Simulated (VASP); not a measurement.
OSZICAR of a VASP run on As (a7):

OSZICAR:
```
       N       E                     dE             d eps       ncg     rms          rms(c)
DAV:   1     0.309696284974E+02    0.30970E+02   -0.43017E+03  4166   0.916E+02
DAV:   2    -0.805990771082E+01   -0.39030E+02   -0.38426E+02  6345   0.122E+02
DAV:   3    -0.934660831014E+01   -0.12867E+01   -0.12839E+01  4991   0.268E+01
DAV:   4    -0.935381385056E+01   -0.72055E-02   -0.71979E-02  5116   0.204E+00
DAV:   5    -0.935383291964E+01   -0.19069E-04   -0.19010E-04  4738   0.996E-02    0.311E+00
DAV:   6    -0.934573020688E+01    0.81027E-02   -0.54474E-03  4613   0.583E-01    0.187E+00
DAV:   7    -0.934184086835E+01    0.38893E-02   -0.11656E-02  4386   0.886E-01    0.892E-02
DAV:   8    -0.934195711998E+01   -0.11625E-03   -0.49301E-04  4309   0.160E-01    0.351E-02
DAV:   9    -0.934200740292E+01   -0.50283E-04   -0.79603E-05  4662   0.710E-02    0.122E-02
DAV:  10    -0.934200700721E+01    0.39571E-06   -0.71059E-06  4762   0.174E-02    0.364E-03
DAV:  11    -0.934200678546E+01    0.22174E-06   -0.11184E-06  4311   0.833E-03    0.143E-03
DAV:  12    -0.934200692362E+01   -0.13816E-06   -0.69440E-08  2579   0.196E-03    0.299E-04
DAV:  13    -0.934200695136E+01   -0.27739E-07   -0.16419E-08  2123   0.100E-03
   1 F= -.93420070E+01 E0= -.93420070E+01  d E =0.000000E+00
```

Q: Which electronic solver shows in the log?

A: It is blocked Davidson (ALGO = Normal, or the opening steps of other solvers). The INCAR had ALGO = Normal.

Q: Can the final energy be trusted as converged?

A: The calculation finished and met its thresholds. It stopped with EDIFF = 1E-7, NELM = 100 (PBE GGA, plane waves, VASP's PBE PAW potentials (set 64)).

The compound is As in the a7 structure. It was relaxed first.
